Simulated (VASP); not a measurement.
All values below come from PBE GGA, VASP's PBE PAW potentials (set 64) (plane waves; VASP).

A VASP calculation is set up with these files.

KPOINTS:
```
kpoints
0
Gamma
10 10 10
0 0 0
```

### INCAR
```
LREAL = F
ENCUT = 400   # plane-wave cut-off (eV)
SIGMA = 0.1
LWAVE = F
NBANDS = 12
SYSTEM = PdIn
GGA = PE   # PBE
EDIFF = 1E-6   # SCF stop (eV)
PREC = Accurate
ALGO = Normal   # blocked Davidson
LCHARG = F
NELM = 100
LMAXMIX = 4
ISIF = 2   # forces and stress, cell fixed
ISMEAR = 1   # Methfessel-Paxton
LASPH = T
```

File POSCAR:
```
PdIn
3.2110240
  1.0000000000   0.0000000000   0.0000000000
  0.0000000000   1.0342672618   0.0000000000
  0.0000000000   0.0000000000   1.0131553050
In Pd
1 1
direct
  0.5000000000   0.5000000000   0.5000000000
  0.0213450000   0.0000000000   0.0000000000
```

POTCAR, in this order: In_d Pd (PBE.64 set). Program: vasp_std.

The run wrote:

File OUTCAR:
```
 ion  position               nearest neighbor table
   1  0.500  0.500  0.500-   2 2.79   2 2.79   2 2.79   2 2.79   2 2.86   2 2.86   2 2.86   2 2.86
  LATTYP: Found a simple orthorhombic cell.
 ALAT       =     3.2110240000
 B/A-ratio  =     1.0131553050
 C/A-ratio  =     1.0342672618
 Subroutine PRICEL returns:
 Original cell was already a primitive cell.
 Subroutine GETGRP returns: Found  4 space group operations
The static configuration has the point symmetry C_2v.
The dynamic configuration has the point symmetry C_2v.
 Subroutine INISYM returns: Found  4 space group operations
 Subroutine IBZKPT returns following result:
 Found    216 irreducible k-points:

 Following reciprocal coordinates:
            Coordinates               Weight
  0.000000  0.000000  0.000000      1.000000
  0.100000  0.000000  0.000000      2.000000
  0.200000  0.000000  0.000000      2.000000
  0.300000  0.000000  0.000000      2.000000
  0.400000  0.000000  0.000000      2.000000
  0.500000  0.000000  0.000000      1.000000
  0.000000  0.100000  0.000000      2.000000
  0.100000  0.100000  0.000000      4.000000
  0.200000  0.100000  0.000000      4.000000
  0.300000  0.100000  0.000000      4.000000
  0.400000  0.100000  0.000000      4.000000
  0.500000  0.100000  0.000000      2.000000
  0.000000  0.200000  0.000000      2.000000
  0.100000  0.200000  0.000000      4.000000
  0.200000  0.200000  0.000000      4.000000
  0.300000  0.200000  0.000000      4.000000
  0.400000  0.200000  0.000000      4.000000
  0.500000  0.200000  0.000000      2.000000
  0.000000  0.300000  0.000000      2.000000
  0.100000  0.300000  0.000000      4.000000
  0.200000  0.300000  0.000000      4.000000
  0.300000  0.300000  0.000000      4.000000
  0.400000  0.300000  0.000000      4.000000
  0.500000  0.300000  0.000000      2.000000
  0.000000  0.400000  0.000000      2.000000
  0.100000  0.400000  0.000000      4.000000
  0.200000  0.400000  0.000000      4.000000
  0.300000  0.400000  0.000000      4.000000
  0.400000  0.400000  0.000000      4.000000
  0.500000  0.400000  0.000000      2.000000
  0.000000  0.500000  0.000000      1.000000
  0.100000  0.500000  0.000000      2.000000
  0.200000  0.500000  0.000000      2.000000
  0.300000  0.500000  0.000000      2.000000
  0.400000  0.500000  0.000000      2.000000
  0.500000  0.500000  0.000000      1.000000
  0.000000  0.000000  0.100000      2.000000
  0.100000  0.000000  0.100000      4.000000
  0.200000  0.000000  0.100000      4.000000
  0.300000  0.000000  0.100000      4.000000
   k-points           NKPTS =    216   k-points in BZ     NKDIM =    216   number of bands    NBANDS=     12
   number of dos      NEDOS =    301   number of ions     NIONS =      2
   total plane-waves  NPLWV =  13824
   dimension x,y,z NGX =    24 NGY =   24 NGZ =   24
   dimension x,y,z NGXF=    48 NGYF=   48 NGZF=   48
   ions per type =               1   1
   PREC   = accura    normal or accurate (medium, high low for compatibility)
   ISTART =      0    job   : 0-new  1-cont  2-samecut
   ICHARG =      2    charge: 1-file 2-atom 10-const
   ISPIN  =      1    spin polarized calculation?
   LNONCOLLINEAR =      F non collinear calculations
   LSORBIT =      F    spin-orbit coupling
   INIWAV =      1    electr: 0-lowe 1-rand  2-diag
   ENCUT  =  400.0 eV  29.40 Ry    5.42 a.u.   5.24  5.42  5.31*2*pi/ulx,y,z
   NELM   =    100;   NELMIN=  2; NELMDL= -5     # of ELM steps
   EDIFF  = 0.1E-05   stopping-criterion for ELM
   LREAL  =      F    real-space projection
   NLSPLINE    = F    spline interpolate recip. space projectors
...
```

OSZICAR:
```
       N       E                     dE             d eps       ncg     rms          rms(c)
DAV:   1     0.164302188003E+03    0.16430E+03   -0.99161E+03  5248   0.210E+03
DAV:   2     0.494618696087E+01   -0.15936E+03   -0.15746E+03  5496   0.444E+02
DAV:   3    -0.863022401668E+01   -0.13576E+02   -0.12898E+02  6496   0.123E+02
DAV:   4    -0.891637515422E+01   -0.28615E+00   -0.27928E+00  5712   0.188E+01
DAV:   5    -0.892685926603E+01   -0.10484E-01   -0.10440E-01  7124   0.347E+00    0.669E+00
DAV:   6    -0.875582583717E+01    0.17103E+00   -0.50058E-01  5920   0.124E+01    0.315E+00
DAV:   7    -0.872025029551E+01    0.35576E-01   -0.10544E-01  7180   0.668E+00    0.133E+00
DAV:   8    -0.871406927568E+01    0.61810E-02   -0.19061E-02  5444   0.162E+00    0.397E-01
DAV:   9    -0.871338978014E+01    0.67950E-03   -0.20581E-03  5780   0.937E-01    0.476E-02
DAV:  10    -0.871339706611E+01   -0.72860E-05   -0.79866E-05  6692   0.142E-01    0.196E-02
DAV:  11    -0.871339736981E+01   -0.30371E-06   -0.59445E-06  5400   0.285E-02
   1 F= -.87133974E+01 E0= -.87133414E+01  d E =-.167779E-03
```

**OUTCAR**
```
------------------------ aborting loop because EDIFF is reached ----------------------------------------
  FORCE on cell =-STRESS in cart. coord.  units (eV):
  Direction    XX          YY          ZZ          XY          YZ          ZX
  --------------------------------------------------------------------------------------
  Total        1.1358542      1.1549765      1.1627692      0.0000000      0.0000000      0.0000000
  in kB       52.4558250     53.3389282     53.6988093      0.0000000      0.0000000      0.0000000
  external PRESSURE =      53.1645208 kB  Pullay stress =       0.0000000 kB
  volume of cell :       34.69
      direct lattice vectors                 reciprocal lattice vectors
     3.211024000  0.000000000  0.000000000     0.311427134  0.000000000  0.000000000
     0.000000000  3.321057000  0.000000000     0.000000000  0.301108954  0.000000000
     0.000000000  0.000000000  3.253266000     0.000000000  0.000000000  0.307383411
 POSITION                                       TOTAL-FORCE (eV/Angst)
 -----------------------------------------------------------------------------------
      1.60551      1.66053      1.62663         0.290405      0.000000      0.000000
      0.06854      0.00000      0.00000        -0.290405      0.000000      0.000000
 -----------------------------------------------------------------------------------
    total drift:                               -0.000014      0.000000      0.000000
  FREE ENERGIE OF THE ION-ELECTRON SYSTEM (eV)
  ---------------------------------------------------
  free  energy   TOTEN  =        -8.7133973698 eV

  energy  without entropy=       -8.7132295913  energy(sigma->0) =       -8.71334144
```
(Selected blocks of OUTCAR.)

The compound is PdIn in the CsCl type structure. The cell was not relaxed at this level, atoms are displaced from their ideal sites. The run is one of a series of settings (NBANDS = 12 against the base run), some of them coarse on purpose. The electron count is odd and the run is not spin-polarised, which forces a metal. VASP warned that the highest band is occupied, so more bands are needed.
